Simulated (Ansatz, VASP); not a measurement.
# SiCF2 (F-SiC-F chair monolayer): VASP beside Ansatz

Aim: how closely do two programs agree when they are given the same cell, functional and k mesh? The cell is taken from a series of runs on this material, whose earlier steps may have relaxed, scaled, displaced or heated it; both programs get it as it stands.

Main program and level: Ansatz 0.2.0; plane waves, with VASP 6.6.1 beside it; single point at PBE with D3(BJ).

### Step 1. The structure

The cell holds 4 atoms: 2 F, 1 C and 1 Si. Cell: a = 3.153 Å, b = 3.153 Å, c = 21.606 Å, α = 90.0°, β = 90.0°, γ = 120.0°. Vacuum lies along c.

Structure file:

```
F C Si
1.0
     3.15297    0.00000    0.00000
    -1.57648    2.73055    0.00000
     0.00000    0.00000   21.60611
F C Si
2 1 1
Cartesian
  1.5765 0.9102 9.0000
  0.0000 1.8204 12.6061
  1.5765 0.9102 10.4340
  0.0000 1.8204 11.0043
```

### Step 2. VASP: single point, PBE with D3(BJ)

With cell and atoms fixed, the geometry can't cause a difference; cores, projectors, grids and the points listed under the comparison can.

Lines of VASP's logs that name or quote its potential files are left out, and so is its time.

INCAR reads:

```
SYSTEM = SiCF2
PREC = Accurate
ENCUT = 520
EDIFF = 1E-06
NELM = 120
ISMEAR = -1
SIGMA = 0.02585
LREAL = .FALSE.
ALGO = Normal
GGA = PE
IVDW = 12
NBANDS = 17
LORBIT = 11
LWAVE = .FALSE.
LCHARG = .FALSE.
ISIF = 2
LDIPOL = .TRUE.
IDIPOL = 3
DIPOL = 0.5 0.5 0.498
LVHAR = .TRUE.
LASPH = .TRUE.
GGA_COMPAT = .FALSE.
EFERMI = MIDGAP
NELMDL = -8
```

POSCAR reads:

```
SiCF2
1.0
    3.1529673574      0.0000000000      0.0000000000
   -1.5764836787      2.7305498288      0.0000000000
    0.0000000000      0.0000000000     21.6061059560
F C Si
2 1 1
Direct
    0.6666666667      0.3333333333      0.4165489153
    0.3333333333      0.6666666667      0.5834510847
    0.6666666667      0.3333333333      0.4829182303
    0.3333333333      0.6666666667      0.5093166143
```

KPOINTS reads:

```
Automatic mesh
0
Gamma
18 18 1
0 0 0
```

PAW data sets: F, C and Si (PBE family, release 64).

Launch:

```sh
> mpirun -np 1 vasp_std
```

Numbers of over 12 decimals in the logs are rounded to 6 here.

Output:

```text
[banner, memory and clock lines left out]
running    1 mpi-ranks, on    1 nodes
 distrk:  each k-point on    1 cores,    1 groups
 distr:  one band on    1 cores,    1 groups

 POSCAR found type information on POSCAR F C Si
 POSCAR found :  3 types and       4 ions
 LDA part: xc-table for (Slater+PW92), standard interpolation
 POSCAR, INCAR and KPOINTS ok, starting setup
 FFT: planning ... GRIDC
 FFT: planning ... GRID_SOFT
 FFT: planning ... GRID
 WAVECAR not read
 entering main loop
       N       E                     dE             d eps       ncg     rms          rms(c)
DAV:   1     0.200618672737E+03    0.20062E+03   -0.91978E+03  1314   0.996E+02
DAV:   2    -0.156603028975E+01   -0.20218E+03   -0.19332E+03  1742   0.244E+02
DAV:   3    -0.247831228054E+02   -0.23217E+02   -0.23149E+02  1590   0.992E+01
DAV:   4    -0.251482732331E+02   -0.36515E+00   -0.36462E+00  1751   0.138E+01
DAV:   5    -0.251543275332E+02   -0.60543E-02   -0.60454E-02  1759   0.150E+00
DAV:   6    -0.251544357391E+02   -0.10821E-03   -0.10818E-03  1714   0.211E-01
DAV:   7    -0.251544393584E+02   -0.36193E-05   -0.36185E-05  1793   0.345E-02
DAV:   8    -0.251544394947E+02   -0.13624E-06   -0.13621E-06  1594   0.612E-03    0.103E+01
DAV:   9    -0.235737603817E+02    0.15807E+01   -0.44037E+00  1745   0.153E+01    0.526E+00
DAV:  10    -0.234807068584E+02    0.93054E-01   -0.32584E-01  1769   0.417E+00    0.195E+00
DAV:  11    -0.234785426234E+02    0.21642E-02   -0.36621E-02  1693   0.167E+00    0.716E-01
DAV:  12    -0.234815279872E+02   -0.29854E-02   -0.78631E-03  1677   0.885E-01    0.115E-01
DAV:  13    -0.234817197560E+02   -0.19177E-03   -0.77013E-04  1717   0.257E-01    0.618E-02
DAV:  14    -0.234819172563E+02   -0.19750E-03   -0.34123E-04  1670   0.182E-01    0.230E-02
DAV:  15    -0.234819518047E+02   -0.34548E-04   -0.44476E-05  1733   0.862E-02    0.978E-03
DAV:  16    -0.234819892092E+02   -0.37404E-04   -0.20363E-05  1795   0.416E-02    0.609E-03
DAV:  17    -0.234820253567E+02   -0.36148E-04   -0.84807E-06  1796   0.294E-02    0.351E-03
DAV:  18    -0.234820501273E+02   -0.24771E-04   -0.23471E-06  1712   0.161E-02    0.164E-03
DAV:  19    -0.234820739834E+02   -0.23856E-04   -0.25228E-06  1783   0.108E-02    0.145E-03
DAV:  20    -0.234820901187E+02   -0.16135E-04   -0.15292E-06  1669   0.824E-03    0.827E-04
DAV:  21    -0.234820944829E+02   -0.43642E-05   -0.17733E-07  1547   0.272E-03    0.640E-04
DAV:  22    -0.234820987126E+02   -0.42297E-05   -0.13432E-07  1452   0.237E-03    0.309E-04
DAV:  23    -0.234821002557E+02   -0.15431E-05   -0.35384E-08  1544   0.128E-03    0.246E-04
DAV:  24    -0.234821010462E+02   -0.79048E-06   -0.13508E-08  1383   0.924E-04
   1 F= -.23850399E+02 E0= -.23850399E+02  d E =-.441457E-18
```

OUTCAR, selected parts (step 2):

```text
ion  position               nearest neighbor table
   1  0.667  0.333  0.417-   3 1.43
   2  0.333  0.667  0.583-   4 1.60
   3  0.667  0.333  0.483-   1 1.43   4 1.91   4 1.91   4 1.91
   4  0.333  0.667  0.509-   2 1.60   3 1.91   3 1.91   3 1.91

  LATTYP: Found a hexagonal cell.
 ALAT       =     3.1529673574
 C/A-ratio  =     6.8526259574

 Subroutine GETGRP returns: Found  6 space group operations
 (whereof  6 operations were pure point group operations)

The static configuration has the point symmetry C_3v.

 Found     37 irreducible k-points:

   k-points           NKPTS =     37   k-points in BZ     NKDIM =     37   number of bands    NBANDS=     17

   dimension x,y,z NGX =    24 NGY =   24 NGZ =  162
   dimension x,y,z NGXF=    48 NGYF=   48 NGZF=  324

   ENCUT  =  520.0 eV  38.22 Ry    6.18 a.u.   5.86  5.86 40.17*2*pi/ulx,y,z

   NELECT =      22.0000    total number of electrons

 k-points in reciprocal lattice and weights: Automatic mesh
   0.00000000  0.00000000  0.00000000       0.003
   0.05555556  0.00000000  0.00000000       0.019
   0.11111111  0.00000000  0.00000000       0.019
   0.16666667  0.00000000  0.00000000       0.019
   0.22222222  0.00000000  0.00000000       0.019
   0.27777778  0.00000000  0.00000000       0.019
   0.33333333  0.00000000  0.00000000       0.019
   0.38888889  0.00000000  0.00000000       0.019
   0.44444444  0.00000000  0.00000000       0.019
[...]
0.33333333  0.27777778  0.00000000       0.037
   0.33333333  0.33333333  0.00000000       0.006

 dipolmoment           0.000000      0.000000      0.004189 electrons x Angstroem

 average (electrostatic) potential at core
       1 -84.6533       2 -84.7087       3 -59.5893       4 -94.0183

 E-fermi :  -4.0587

 k-point     1 :       0.0000    0.0000    0.0000
  band No.  band energies     occupation
    ...
      7      -9.3942      2.00000
      8      -9.0080      2.00000
      9      -9.0080      2.00000
     10      -5.0212      2.00000
     11      -5.0212      2.00000
     12      -3.0962      0.00000
     13       0.7472      0.00000
     14       2.1846      0.00000
     15       2.3636      0.00000
     16       2.3636      0.00000
    ...

 k-point     2 :       0.0556    0.0000    0.0000
  band No.  band energies     occupation
    ...
      7      -9.4160      2.00000
      8      -9.0268      2.00000
      9      -9.0127      2.00000
     10      -5.2098      2.00000
     11      -5.0658      2.00000
     12      -2.9720      0.00000
     13       0.8556      0.00000
     14       2.2161      0.00000
     15       2.2801      0.00000
     16       2.5064      0.00000
    ...

 k-point     3 :       0.1111    0.0000    0.0000
  band No.  band energies     occupation
    ...
      7      -9.4773      2.00000
      8      -9.0812      2.00000
      9      -9.0271      2.00000
     10      -5.6645      2.00000
     11      -5.1863      2.00000
     12      -2.6803      0.00000
     13       1.0753      0.00000
     14       2.0239      0.00000
     15       2.4911      0.00000
     16       2.8067      0.00000
    ...

 Edisp (eV)   -0.36830

  Total      -0.07428    -0.07428     0.67227    -0.00000     0.00000     0.00000
  in kB      -0.63979    -0.63979     5.79043    -0.00000     0.00000     0.00000
  external pressure =        1.50 kB  Pullay stress =        0.00 kB

  energy-cutoff  :      520.00
  volume of cell :      186.01
      direct lattice vectors                 reciprocal lattice vectors
     3.152967357  0.000000000  0.000000000     0.317161546  0.183113304  0.000000000
    -1.576483679  2.730549829  0.000000000     0.000000000  0.366226607  0.000000000
     0.000000000  0.000000000 21.606105956     0.000000000  0.000000000  0.046283213

 POSITION                                       TOTAL-FORCE (eV/Angst)
 -----------------------------------------------------------------------------------
      1.57648      0.91018      9.00000        -0.000000     -0.000000     -0.282547
     -0.00000      1.82037     12.60611         0.000000      0.000000      0.225680
      1.57648      0.91018     10.43398        -0.000000     -0.000000      0.266730
     -0.00000      1.82037     11.00435        -0.000000     -0.000000     -0.209863
 -----------------------------------------------------------------------------------
    total drift:                                0.000000      0.000000      0.000042

  FREE ENERGIE OF THE ION-ELECTRON SYSTEM (eV)
  ---------------------------------------------------
  free  energy   TOTEN  =       -23.8503994188 eV

  energy  without entropy=      -23.8503994188  energy(sigma->0) =      -23.85039942

 vacuum level on the upper side and lower side of the slab         2.621         2.533

 total charge
# of ion       s       p       d       tot
------------------------------------------
    1        1.749   4.319   0.000   6.069
    2        1.747   4.384   0.000   6.131
    3        0.831   1.610   0.000   2.441
    4        0.719   0.949   0.000   1.668
--------------------------------------------------
tot          5.046  11.262   0.000  16.308

[... 3 further parts left out ...]
```

### Step 3. Ansatz: single point, PBE with D3(BJ)

Ansatz runs on its default PAW (the set named soft_2) files.

The same cell, functional, mesh and smearing now go to Ansatz, which takes its cutoff from its data sets.

input.yaml reads:

```yaml
crystal:
  lattice:
    - [3.1529673574, 0.0, 0.0]
    - [-1.5764836787, 2.7305498288, 0.0]
    - [0.0, 0.0, 21.606105956]
  atoms:
    - { symbol: F, position: [0.6666666667, 0.3333333333, 0.4165489153] }
    - { symbol: C, position: [0.6666666667, 0.3333333333, 0.4829182303] }
    - { symbol: Si, position: [0.3333333333, 0.6666666667, 0.5093166143] }
    - { symbol: F, position: [0.3333333333, 0.6666666667, 0.5834510847] }
kpoints:
  mp_grid: { grid: [18, 18, 1] }
  band_path:
    path: [[0, 0, 0], [0.5, 0, 0], [0.33333333, 0.33333333, 0], [0, 0, 0]]
    npoints: 16
hamiltonian:
  xc: pbe
  dispersion: d3bj
scf:
  occupations: { method: fermi_dirac, width: 0.02585 }
  convergence: { dr2_threshold: 1.0e-10 }
efield:
  axis: 3
  dipole_correction: true
  ramp_position: 0.97
  ramp_width: 0.06
  amplitude: 0
output:
  dos: { projected: true, e_range: [-6, 5] }
  write_potential: true
  write_density: true
  volumetric_format: npy
  elf: true
```

Launch:

```sh
> ansatz run input.yaml --threads 2 --pin off --max-ram 3072MiB --backend cpu --events-out ev --progress --plain --runs-dir out
```

Output:

```text
Engine: ansatz 0.2.0, x86_64-unknown-linux-gnu
Pseudopotentials: kind: paw
Pseudopotential: F, paw, valence charge 7, recommended cutoff 420 eV (normal), F.paw.azcp
Pseudopotential: C, paw, valence charge 4, recommended cutoff 420 eV (normal), C.paw.azcp
Pseudopotential: Si, paw, valence charge 4, recommended cutoff 420 eV (normal), Si.paw.azcp
Functional definition: PBE
  parameter kappa = 0.804
  parameter beta = 0.066725
  exchange = pbe_x(kappa = kappa, mu = beta*pi^2/3)
  correlation = pbe_c(beta = beta)
Crystal: 4 atoms, lattice volume = 186.014 Å³
Basis set: ecut = 420 eV, 3613 PW (Γ)
Bands: 15, of which v1, the nominal top of the filled ones, is band 11 counted from 1 (10 counted from 0)
Symmetry: 6 space group operations
Space group: P3m1 (ITA 156), of the structure as read, at distance tolerance 5.7e-5 Å
k-points: 37 of 324 (time reversal used)
Non-local potential: F, projectors of the file, l = 0: 2, l = 1: 2, l = 2: 1
Non-local potential: C, projectors of the file, l = 0: 2, l = 1: 2, l = 2: 1
Non-local potential: Si, projectors of the file, l = 0: 2, l = 1: 2, l = 2: 2
PAW form: soft (Blöchl's): semilocal exchange-correlation on the pseudo side does not see the compensation charge
PAW one-centre angular grid: F, 110 points (default); XC on 64 Gauss nodes
PAW one-centre angular grid: C, 110 points (default); XC on 64 Gauss nodes
PAW one-centre angular grid: Si, 110 points (default); XC on 64 Gauss nodes
Initial density: superposition of atomic densities (neutral atoms: chi_scale 0, normalization atom), corrected by the library's trained network
Initial wavefunctions: pseudopotential atomic-orbital guess
Functional: x = pbe(κ = 0.804, μ = 0.219515), c = pbe(β = 0.066725)
SCF iter   1: F=—  HF=-2503.583787 eV  |F-HF|=—  |Δ(HF+E_count)|=         —  Δρ=3.99e-3  dr2=4.65e-2  ethr=1.77e-3  p=-0.004 e·Å  D=-3.86e-3 V/Å  ΔV_dip=0.08 eV  dr2_dipole=1.50e-3  V_vac-E_F(+/−)=6.04/5.95 eV  ⟨swp⟩=8.8  Hψ=4192  notcnv=0
efield: sawtooth ramp at fractional position 0.9700 (set: `efield.ramp_position`, or a place that a band, a saddle search or an elastic batch's reference lends), width 0.0600; the density the first Hamiltonian is built on has a dipole p = -0.004 e·Å; the dipole correction subtracts the counter field D = -3.86e-3 V/Å, which shifts the + side's vacuum level by +0.08 eV against the − side's; the planar-averaged density in the ramp window peaks in size at 5.5e-6 e/Å³
preconditioner: auto → none  [insulator: Δε(μ)=1.943 eV  Ē_g=12.161 eV  σ=0.026 eV  W_gap=1.00  n_scr=12 (ndim 8)  ℏωp=11.6 eV  f_vac=0.716  D(μ)=0.00/eV (n_scr^D=0)  ε∞_Penn≈1.9]
SCF iter   2: F=—  HF=-2503.584165 eV  |F-HF|=—  |Δ(HF+E_count)|=   3.78e-4  Δρ=4.99e-3  dr2=4.89e-2  ethr=2.11e-4  p=0.024 e·Å  D=2.32e-2 V/Å  ΔV_dip=-0.50 eV  dr2_dipole=5.60e-3  V_vac-E_F(+/−)=6.10/6.60 eV  ⟨swp⟩=3.7  Hψ=1449  notcnv=0
SCF iter   3: F=—  HF=-2503.573732 eV  |F-HF|=—  |Δ(HF+E_count)|=   1.04e-2  Δρ=1.47e-3  dr2=2.47e-3  ethr=2.11e-4  p=-0.001 e·Å  D=-1.04e-3 V/Å  ΔV_dip=0.02 eV  dr2_dipole=2.90e-5  V_vac-E_F(+/−)=6.38/6.36 eV  ⟨swp⟩=3.4  Hψ=1470  notcnv=0
SCF iter   4: F=—  HF=-2503.573889 eV  |F-HF|=—  |Δ(HF+E_count)|=   1.57e-4  Δρ=7.78e-4  dr2=8.25e-4  ethr=1.12e-5  p=-0.000 e·Å  D=-7.32e-6 V/Å  ΔV_dip=0.00 eV  dr2_dipole=4.85e-5  V_vac-E_F(+/−)=6.46/6.46 eV  ⟨swp⟩=2.8  Hψ=1137  notcnv=0
SCF iter   5: F=—  HF=-2503.573970 eV  |F-HF|=—  |Δ(HF+E_count)|=   8.06e-5  Δρ=1.12e-4  dr2=1.53e-5  ethr=3.75e-6  p=-0.004 e·Å  D=-3.41e-3 V/Å  ΔV_dip=0.07 eV  dr2_dipole=8.92e-8  V_vac-E_F(+/−)=6.57/6.49 eV  ⟨swp⟩=2.8  Hψ=993  notcnv=0
SCF iter   6: F=—  HF=-2503.574035 eV  |F-HF|=—  |Δ(HF+E_count)|=   6.50e-5  Δρ=3.55e-5  dr2=1.24e-6  ethr=6.94e-8  p=-0.004 e·Å  D=-3.41e-3 V/Å  ΔV_dip=0.07 eV  dr2_dipole=1.16e-8  V_vac-E_F(+/−)=6.57/6.50 eV  ⟨swp⟩=2.6  Hψ=1063  notcnv=0
SCF iter   7: F=—  HF=-2503.573999 eV  |F-HF|=—  |Δ(HF+E_count)|=   3.60e-5  Δρ=1.23e-5  dr2=1.35e-7  ethr=5.63e-9  p=-0.004 e·Å  D=-3.48e-3 V/Å  ΔV_dip=0.08 eV  dr2_dipole=1.26e-10  V_vac-E_F(+/−)=6.58/6.50 eV  ⟨swp⟩=2.1  Hψ=1032  notcnv=0
SCF iter   8: F=—  HF=-2503.573999 eV  |F-HF|=—  |Δ(HF+E_count)|=   5.27e-7  Δρ=3.57e-6  dr2=1.25e-8  ethr=6.16e-10  p=-0.004 e·Å  D=-3.48e-3 V/Å  ΔV_dip=0.08 eV  dr2_dipole=1.57e-11  V_vac-E_F(+/−)=6.58/6.50 eV  ⟨swp⟩=2.0  Hψ=898  notcnv=0
SCF iter   9: F=—  HF=-2503.573999 eV  |F-HF|=—  |Δ(HF+E_count)|=   7.81e-9  Δρ=8.13e-7  dr2=7.84e-10  ethr=5.68e-11  p=-0.004 e·Å  D=-3.48e-3 V/Å  ΔV_dip=0.08 eV  dr2_dipole=4.63e-12  V_vac-E_F(+/−)=6.58/6.50 eV  ⟨swp⟩=2.0  Hψ=888  notcnv=0
SCF iter  10: F=-2503.573999 eV  HF=-2503.573999 eV  |F-HF|=2.11e-10  |Δ(HF+E_count)|=   1.41e-9  Δρ=1.70e-7  dr2=2.85e-11  ethr=1.00e-12  p=-0.004 e·Å  D=-3.48e-3 V/Å  ΔV_dip=0.08 eV  dr2_dipole=7.31e-13  V_vac-E_F(+/−)=6.58/6.50 eV  ⟨swp⟩=6.0  Hψ=1964  notcnv=0
SCF 1 converged in 10 iterations: F = -2503.573999 eV  dr2 = 2.85e-11
  greatest PAW one-centre occupation: 0.933 electrons in one spin orbital (limit 2), on the F atom at site 3 (counted from 0), in its partial waves of l = 0
NSCF: frozen V_eff on 49 k-points
efield: sawtooth ramp at fractional position 0.9700 (kept from the solve that this one continues, or follows in the run), width 0.0600; the density the first Hamiltonian is built on has a dipole p = -0.004 e·Å; the dipole correction subtracts the counter field D = -3.48e-3 V/Å, which shifts the + side's vacuum level by +0.08 eV against the − side's; the planar-averaged density in the ramp window peaks in size at 6.1e-6 e/Å³
WARN: The output density's exchange-correlation potential varies sharply where the density is thin. Do not read a vacuum level from v_tot or v_xc, or from such a field of the output density. On a cell that repeats whose density bears no net charge and no dipole along the vacuum's axis use v_es (v_loc + v_h of the components); under efield.dipole_correction with no amplitude use v_es + v_field, which holds any externa [...]
SCF converged after 10 iterations
Free energy (F): -2503.573999 eV
Harris-Foulkes:  -2503.573999 eV  (|F-HF|=2.11e-10)
Internal energy: -2503.573999 eV  (E = F + TS)
E sigma→0 (E₀):  -2503.573999 eV
Fermi energy:    -3.552635 eV
Dipole field:    D = -0.003476 V/Å  (p = -0.003573 e·Å, saw-weighted, corrected)
Work function:   Φ+ = 6.5760 eV   Φ− = 6.5010 eV
Levels:          The Fermi level and band energies are counted from a zero that moves with the ramp; work functions are not
--- Per-component energies (eV) ---
  E_band       = -293.238078
  E_kinetic    = 544.941090
  E_local      = -12012.684688  (includes V_loc(G=0)·N_el)
  E_nonlocal   = 198.126635
  E_hartree    = 5713.772760
  E_xc         = -262.650812
  E_vxc        = -310.604364  (∫ρ·V_xc dr)
  E_paw        = -1012.480373  (= ΣΔE_a)
  E_vpaw       = -140.564106  (= ΣTr[D̂ρ^β])
  E_aug_tail   = 0.004133  (compensation charges beyond the density's cutoff)
  E_efield     = 0.000006  (sawtooth field / dipole correction)
  E_vefield    = -0.002320  (∫n·V_field dr)
  E_ewald      = 4327.765569
  E_disp       = -0.368319  (pairwise vdW)
  E_smearing   = -0.000000  (= −TS)
  E_closure    = -0.000000  (closes the sum)
  Σ components = -2503.573999   (vs F -2503.573999, Δ=0.00e0)
--- Band table (eV; the first three rows and the last of 37) ---
  k-point 0: bands = [... 7 lower, -8.5586, -8.5586, -4.5371, -4.5371, -2.5962, 1.2127, 2.5831, 2.8565]
  k-point 1: bands = [... 7 lower, -8.5776, -8.5633, -4.7269, -4.5819, -2.4721, 1.3212, 2.6418, 2.7371]
  k-point 2: bands = [... 7 lower, -8.6323, -8.5779, -5.1848, -4.7034, -2.1806, 1.5441, 2.4987, 2.8946]
  k-point 36: bands = [... 7 lower, -9.3469, -8.7348, -7.3878, -6.9942, 1.7391, 2.6025, 3.0899, 4.6150]
```

The column dr2 measures how far the density is from self-consistency, as an energy; F and HF (Harris–Foulkes) agree once it is small.

### Step 4. Differences

Known differences besides the potentials themselves: the cutoff is 420 eV in Ansatz and 520 eV in VASP. Total energies have different zeros and are not compared.

Both answers:

```tsv
quantity	Ansatz	VASP	difference
gap on the k mesh (eV)	1.941	1.925	+0.016
```

A gap on the mesh is an upper bound, since the band edges may lie between its points. With vacuum in the cell, a pressure given here is an average over mostly empty space and none of the material.

### Step 5. Results

```json
{
  "difference in gap on the k mesh (single point, PBE with D3(BJ))": "0.016 eV"
}
```

The difference in gap on the k mesh is 0.016 eV (single point, PBE with D3(BJ)), within the 0.08 eV picked in this series as the mark of a large difference. How closely two codes agree says nothing of how well the functional describes the real material.

[Lines on the potential files, build, host, timing and source positions are cut from VASP's logs without a mark.]

[Logs are printed without paths, hosts, clocks, repeated set-up lines and the standing remarks that a program may print on its own settings, such as how far it seeks lower states.]

[Hosts, paths, dates, database ids (printed as entryN), source tags and the programs' standing remarks are cut or masked in the printed files.]
